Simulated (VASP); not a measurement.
# MgZn15S16 (a cell with a defect) (Wurtzite-4H) in VASP: notebook, part 4 of 4

VASP 6.6.1. Earlier steps stand in the parts before.

## (5) Electric field gradients, PBE

This run uses another cell than the first one: it holds 24 atoms, not 32.

INCAR reads:

```
PREC = Accurate ; ENCUT = 520
EDIFF = 1E-8 ; ISMEAR = -1
SIGMA = 0.01 ; LREAL = Auto
LASPH = True ; NELM = 100
ALGO = Fast ; ISIF = 2
LWAVE = False ; LCHARG = False
GGA = PE ; LEFG = True
NELECT = 216.0 ; NBANDS = 126
```

KPOINTS reads:

```
Automatic mesh
0
Gamma
  3 3 2
```

POSCAR reads:

```
Zn12PS11
1.0
    5.7340500000      3.3105553110      0.0000000000
   -5.7340500000      3.3105553110      0.0000000000
    0.0000000000      0.0000000000     12.5200000000
Zn P S
12 1 11
Direct
    0.0000000000      0.0000000000      0.0000000000
    0.3333333333      0.6666666667      0.0000000000
    0.6666666667      0.3333333333      0.0000000000
    0.0000000000      0.0000000000      0.5000000000
    0.3333333333      0.6666666667      0.5000000000
    0.6666666667      0.3333333333      0.5000000000
    0.3333333333      0.3333333334      0.2500000000
    0.6666666667      0.0000000000      0.2500000000
    0.0000000000      0.6666666667      0.2500000000
    0.3333333333      1.0000000000      0.7500000000
    0.6666666667      0.6666666666      0.7500000000
    0.0000000000      0.3333333333      0.7500000000
    0.0000000000      0.0000000000      0.1875000000
    0.3333333333      0.6666666667      0.1875000000
    0.6666666667      0.3333333333      0.1875000000
    0.0000000000      0.0000000000      0.6875000000
    0.3333333333      0.6666666667      0.6875000000
    0.6666666667      0.3333333333      0.6875000000
    0.3333333333      0.3333333334      0.4375000000
    0.6666666667      0.0000000000      0.4375000000
    0.0000000000      0.6666666667      0.4375000000
    0.3333333333      1.0000000000      0.9375000000
    0.6666666667      0.6666666666      0.9375000000
    0.0000000000      0.3333333333      0.9375000000
```

Potentials or basis: VASP PAW PBE potentials, release 64 (Zn, P, S).

On the command line:

```bash
cat potpaw_PBE.64/Zn/POTCAR potpaw_PBE.64/P/POTCAR potpaw_PBE.64/S/POTCAR > POTCAR
mpirun -np 1 vasp_std > vasp.out
```

OUTCAR:

```text
PREC = Accurate
   ENCUT = 520
   EDIFF = 1E-8
   ISMEAR = -1
   LREAL = Auto
   LASPH = True
   NELM = 100
   ISIF = 2
   GGA = PE
   NELECT = 216.0

 ion  position               nearest neighbor table
   1  0.000  0.000  0.000-  22 2.34  24 2.34  23 2.34  13 2.35
   2  0.333  0.667  0.000-  22 2.34  24 2.34  23 2.34  14 2.35
   3  0.667  0.333  0.000-  24 2.34  23 2.34  22 2.34  15 2.35
   4  0.000  0.000  0.500-  20 2.34  21 2.34  19 2.34  16 2.35
   5  0.333  0.667  0.500-  21 2.34  19 2.34  20 2.34  17 2.35
   6  0.667  0.333  0.500-  20 2.34  21 2.34  19 2.34  18 2.35
[... 16 lines left out ...]
  23  0.667  0.667  0.938-   3 2.34   1 2.34   2 2.34  11 2.35
  24  0.000  0.333  0.938-   1 2.34   3 2.34   2 2.34  12 2.35

  LATTYP: Found a hexagonal cell.
 ALAT       =     6.6211106221
 C/A-ratio  =     1.8909214352

  Lattice vectors:

[... 1034 lines left out ...]

 Electric field gradients after diagonalization (V/A^2)
 (convention: |V_zz| > |V_xx| > |V_yy|)
----------------------------------------------------------------------
 ion       V_xx      V_yy      V_zz     asymmetry (V_yy - V_xx)/ V_zz
----------------------------------------------------------------------
   1      20.159    20.143   -40.303       0.000
   2       2.495     2.492    -4.987       0.001
   3       2.495     2.492    -4.987       0.001
   4      -3.223    -3.206     6.429       0.003
   5      -3.541    -3.537     7.078       0.000
   6      -3.541    -3.537     7.078       0.000
[... 16 lines left out ...]
  23      10.561     1.358   -11.919       0.772
  24      10.560     1.358   -11.919       0.772
----------------------------------------------------------------------

           NMR quadrupolar parameters

 Cq : quadrupolar parameter    Cq=e*Q*V_zz/h
 eta: asymmetry parameters     (V_yy - V_xx)/ V_zz
 Q  : nuclear electric quadrupole moment in mb (millibarn)
----------------------------------------------------------------------
 ion       Cq(MHz)       eta       Q (mb)
----------------------------------------------------------------------
   1      -0.097       0.000       1.000
   2      -0.012       0.001       1.000
   3      -0.012       0.001       1.000
   4       0.016       0.003       1.000
   5       0.017       0.000       1.000
   6       0.017       0.000       1.000
[... 16 lines left out ...]
  23      -0.029       0.772       1.000
  24      -0.029       0.772       1.000
----------------------------------------------------------------------
```

OSZICAR:

```text
N       E                     dE             d eps       ncg     rms          rms(c)
DAV:   1     0.213066523776E+04    0.21307E+04   -0.95271E+04  1512   0.207E+03
DAV:   2     0.321704091412E+03   -0.18090E+04   -0.17563E+04  1512   0.524E+02
DAV:   3    -0.522824762192E+02   -0.37399E+03   -0.36043E+03  1648   0.197E+02
[... 17 lines left out ...]
RMM:  21    -0.784754241855E+02   -0.21094E-06   -0.60304E-07  1728   0.185E-03    0.179E-03
RMM:  22    -0.784754240853E+02    0.10016E-06   -0.14938E-07  1571   0.112E-03    0.122E-03
RMM:  23    -0.784754241387E+02   -0.53340E-07   -0.31653E-08  1150   0.696E-04    0.121E-03
RMM:  24    -0.784754241721E+02   -0.33397E-07   -0.12105E-08  1066   0.303E-04    0.263E-04
RMM:  25    -0.784754241668E+02    0.52532E-08   -0.37847E-09  1024   0.187E-04
   1 F= -.78475424E+02 E0= -.78475424E+02  d E =-.109701E-10
```

stdout:

```text
POSCAR found type information on POSCAR ZnP S
 POSCAR found :  3 types and      24 ions
 scaLAPACK will be used
 LDA part: xc-table for (Slater+PW92), standard interpolation
 POSCAR, INCAR and KPOINTS ok, starting setup
 FFT: planning ... GRIDC
 FFT: planning ... GRID_SOFT
 FFT: planning ... GRID
 WAVECAR not read
 entering main loop
 the old and the new charge density differ
 old charge density:   215.00000 new  215.99999
    0.242E+01
WARNING in EDDRMM: call to ZHEGV failed, returncode =   8  4    114
ion   1

ion   2

ion   3

ion   4

ion   5

ion   6

ion   7

ion   8
     0.0000468    -0.6743611     0.2426840     0.3590381     0.4203411    -0.3893426
     0.0000645    -0.6743611     0.2426840     0.3590381     0.4203411    -0.3893426
     0.0000888    -0.6743611     0.2426840     0.3590381     0.4203411    -0.3893426
     0.0001223    -0.6743610     0.2426840     0.3590381     0.4203410    -0.3893425
[... 88 lines left out ...]
ion  23

ion  24
     0.0000369    -0.2759441    -0.2230272    -0.4439736     0.3862944     0.1593164
     0.0000508    -0.2759441    -0.2230272    -0.4439736     0.3862944     0.1593164
     0.0000700    -0.2759441    -0.2230272    -0.4439736     0.3862944     0.1593164
     0.0000964    -0.2759441    -0.2230272    -0.4439736     0.3862944     0.1593164

     0.0000369    -4.2116985    -3.5190793    -6.0847886     6.0952241     2.4316252
     0.0000508    -4.2116912    -3.5190731    -6.0847781     6.0952135     2.4316210
     0.0000700    -4.2116790    -3.5190630    -6.0847608     6.0951959     2.4316140
     0.0000964    -4.2116590    -3.5190462    -6.0847323     6.0951668     2.4316025
```

It took 20 min on 1 thread of Intel Xeon Platinum 8488C (Sapphire Rapids), shared host; peak memory 0.65 GiB.

Results:

```
Free energy            : -78.4754 eV
Largest force          : 0.974 eV/Å
Band gap on the k mesh : 1.10 eV, direct
```

Forces on the atoms (eV/Å):
```
Zn   0.000  0.000  0.974
Zn   0.000  0.000  0.343
Zn   0.000  0.000  0.343
Zn   0.000  0.000 -0.222
Zn   0.000  0.000 -0.098
Zn   0.000  0.000 -0.098
Zn   0.000 -0.557 -0.576
Zn   0.482  0.279 -0.576
Zn  -0.482  0.279 -0.576
Zn   0.047  0.027  0.237
Zn   0.000 -0.054  0.237
Zn  -0.047  0.027  0.237
P    0.000  0.000  0.041
S    0.000  0.000 -0.010
S    0.000  0.000 -0.010
S    0.000  0.000 -0.048
S    0.000  0.000 -0.064
S    0.000  0.000 -0.064
S    0.000  0.149  0.403
S   -0.129 -0.074  0.403
S    0.129 -0.074  0.403
S    0.124  0.071 -0.427
S    0.000 -0.143 -0.427
S   -0.124  0.071 -0.427
```

Levels at points of the mesh, in eV from the valence-band top:
```tsv
k point	band 106	band 107	band 108	band 109	band 110	band 111
(0.00, 0.00, 0.00)	-0.52	0.00	0.00	1.10	1.91	2.38
(0.00, 0.00, 0.50)	-1.07	0.00	0.00	1.73	2.01	2.09
```

Electric field gradients, principal values (V/Å²):
```tsv
atom	Vxx	Vyy	Vzz
1 Zn	20.143	20.159	-40.303
2 Zn	2.492	2.495	-4.987
3 Zn	2.492	2.495	-4.987
4 Zn	-3.206	-3.223	6.429
5 Zn	-3.537	-3.541	7.078
6 Zn	-3.537	-3.541	7.078
7 Zn	13.135	27.291	-40.426
8 Zn	13.132	27.294	-40.426
9 Zn	13.132	27.294	-40.426
10 Zn	3.421	3.646	-7.067
11 Zn	3.425	3.646	-7.071
12 Zn	3.421	3.646	-7.067
13 P	-5.346	-5.348	10.694
14 S	-14.438	-14.438	28.876
15 S	-14.438	-14.438	28.876
16 S	2.236	2.238	-4.474
17 S	3.205	3.205	-6.410
18 S	3.205	3.205	-6.410
19 S	7.392	7.519	-14.911
20 S	7.392	7.519	-14.912
21 S	7.392	7.519	-14.912
22 S	1.358	10.560	-11.919
23 S	1.358	10.561	-11.919
24 S	1.358	10.560	-11.919
```

Caveat: the cell carries a net charge on a neutralising background, which shifts energy and pressure; the cell is charged against a uniform background, so pressure and absolute levels hang on convention. As with any semilocal functional, this PBE gap is likely too small.
